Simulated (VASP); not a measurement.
Here is the system:

```yaml
crystal:
  lattice:
    - [4.55735, 0.00000, 0.00000]
    - [-2.27867, 3.94678, 0.00000]
    - [0.00000, 0.00000, 2.80019]
  atoms:
    - { symbol: Al, position: [0.00000, 0.00000, 0.00000] }
    - { symbol: Al, position: [0.33333, 0.66667, 0.50000] }
    - { symbol: Al, position: [0.66667, 0.33333, 0.50000] }
```

All values below come from PBEsol GGA, VASP's PBE PAW potentials (set 64) (plane waves; VASP). Run with 400 eV cut-off, Gaussian smearing of 0.050 eV, potentials Al.

Give the energies of bands 1 to 7 at the high-symmetry points, in eV from the Fermi level.

```json
[
 {"band": "1", "Γ": "-11.00", "M": "-8.66", "K": "-7.89", "A": "-6.65", "L": "-4.49", "H": "-3.87"},
 {"band": "2", "Γ": "-2.09", "M": "-8.62", "K": "-7.85", "A": "-6.05", "L": "-4.21", "H": "-3.45"},
 {"band": "3", "Γ": "-2.09", "M": "-4.25", "K": "-7.85", "A": "1.41", "L": "-3.90", "H": "-3.45"},
 {"band": "4", "Γ": "-2.00", "M": "-3.80", "K": "1.06", "A": "1.41", "L": "-3.65", "H": "-3.17"},
 {"band": "5", "Γ": "-2.00", "M": "4.43", "K": "1.26", "A": "2.05", "L": "-0.40", "H": "-3.17"},
 {"band": "6", "Γ": "-1.23", "M": "4.69", "K": "1.26", "A": "2.20", "L": "0.71", "H": "-2.70"},
 {"band": "7", "Γ": "-1.12", "M": "4.95", "K": "8.36", "A": "2.20", "L": "0.71", "H": "3.99"}
]
```

It has no gap at this level: it comes out as a metal or semimetal.

The structure was generated: Al was put into the omega type (P6/mmm), which need not be its known phase. It was relaxed first.
